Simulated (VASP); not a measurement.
The system is Be4TeSe3.

```xyz
8
Lattice="-2.6050 2.6050 5.2150 2.6050 -2.6050 5.2150 2.6050 2.6050 -5.2150" Properties=species:S:1:pos:R:3 pbc="T T T"
Be   -1.2764    1.2764    6.5709
Be    1.2764   -1.2764    6.5709
Be    1.3286    1.3286   -1.3559
Be    1.2765    1.2764    3.8591
Te    0.0000    0.0000    0.0000
Se    2.6050    0.0000    2.6075
Se    0.0000    2.6050    2.6075
Se    0.0000    0.0000    5.2150
```

The cell was built by a generator and needn't be a form met in nature.

- Program: VASP 6.6.1
- Task: relaxation of cell and atoms
- Functional: PBE
- Potentials or basis: VASP PAW PBE potentials, release 64 (Be, Te, Se)
- Cutoff: 520 eV
- k mesh: 4 × 4 × 4
- Occupations: gaussian, width 0.15 eV
- Spin: no spin polarisation

At the start: pressure 4.5 GPa; volume 17.69 Å³/atom.

Q: Where does the relaxation end?

A: Over 6 steps the energy falls by 22.4 meV/atom and the volume is 18.64 Å³/atom (+5.3 %); space group I-42m (No. 121, to 0.05 Å).

Step by step:
```
step  energy change (eV)  largest force (eV/Å)  pressure (GPa)  volume (Å³)
   1              0.0000                0.6453            4.51       141.56
   2             -0.1537                0.2555           -0.97       152.01
   3             -0.1561                0.2902           -0.62       150.88
   4             -0.1561                0.2959           -0.51       150.69
   5             -0.1722                0.1668           -0.27       149.98
   6             -0.1792                0.0085            0.09       149.09
```

Final structure:
```yaml
crystal:
  lattice:
    - [-2.65231, 2.65231, 5.29830]
    - [2.65231, -2.65231, 5.29830]
    - [2.65231, 2.65231, -5.29830]
  atoms:
    - { symbol: Be, position: [0.86670, 0.39341, 0.00000] }
    - { symbol: Be, position: [0.39341, 0.86670, 0.00000] }
    - { symbol: Be, position: [0.13330, 0.13330, 0.52671] }
    - { symbol: Be, position: [0.60659, 0.60659, 0.47329] }
    - { symbol: Te, position: [0.00000, 0.00000, 0.00000] }
    - { symbol: Se, position: [0.25000, 0.75000, 0.50000] }
    - { symbol: Se, position: [0.75000, 0.25000, 0.50000] }
    - { symbol: Se, position: [0.50000, 0.50000, 0.00000] }
```

Caveat: the k mesh is coarse (spacing up to 0.43 Å⁻¹), so the values aren't converged.
